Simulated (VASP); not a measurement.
Level of theory: PBE GGA, VASP's PBE PAW potentials (set 64) (plane waves; VASP).

Input for VASP

**POSCAR**
```
TaN
1.0
  0.0000000000   2.2087199152   2.2087199152
  2.2087199152   0.0000000000   2.2087199152
  2.2087199152   2.2087199152   0.0000000000
N Ta
1 1
Direct
  0.0000000000   0.0000000000   0.0000000000
  0.5000000000   0.5000000000   0.5000000000
```

KPOINTS:
```
Automatic mesh
0
Gamma
13 13 13
0 0 0
```

INCAR:
```
! general
SYSTEM  = TaN
PREC    = Accurate
ENCUT   = 500
LREAL   = .FALSE.
LASPH   = .TRUE.

! electronic loop
EDIFF   = 1E-6
NELM    = 100
ALGO    = Normal
LMAXMIX = 6

! smearing
ISMEAR  = 1
SIGMA   = 0.1

! functional
GGA     = PE

! ions
IBRION  = 2
NSW     = 60
ISIF    = 3
EDIFFG  = -0.01

! output
LWAVE   = .FALSE.
LCHARG  = .FALSE.
```

POTCAR, in this order: N Ta_pv (PBE.64 set). Program: vasp_std.

Unless said otherwise, spin-orbit coupling is left out, though it shifts the bands of the heavy elements here.

Predict the energy per atom (σ→0), volume per atom, band gap (on the k-mesh).

| Item | Result |
|---|---|
| energy per atom (σ→0) | -10.917 eV/atom |
| band gap (on the k-mesh) | none (metal, semimetal or under 0.01 eV) |
| volume per atom | 10.79 Å³/atom |

**OSZICAR**
```
...
       N       E                     dE             d eps       ncg     rms          rms(c)
DAV:   1    -0.218348955967E+02   -0.12607E-02   -0.32960E-02  2028   0.237E+00    0.344E-01
DAV:   2    -0.218341407229E+02    0.75487E-03   -0.10133E-03  2144   0.361E-01    0.141E-01
DAV:   3    -0.218339408058E+02    0.19992E-03   -0.61387E-04  2288   0.281E-01    0.260E-02
DAV:   4    -0.218339435505E+02   -0.27447E-05   -0.58186E-06  2404   0.280E-02    0.145E-02
DAV:   5    -0.218339459011E+02   -0.23507E-05   -0.15544E-06  2088   0.125E-02    0.190E-03
DAV:   6    -0.218339460389E+02   -0.13776E-06   -0.67883E-08  1024   0.284E-03
   3 F= -.21833946E+02 E0= -.21834068E+02  d E =-.576986E-04
```

The structure was generated: TaN was put into the rocksalt type (Fm-3m), which need not be its known phase. This run relaxes it. Symmetry was kept, so distortions that lower it aren't found. The start is the result of an earlier pass. VASP warned that the highest band is occupied, so more bands are needed.
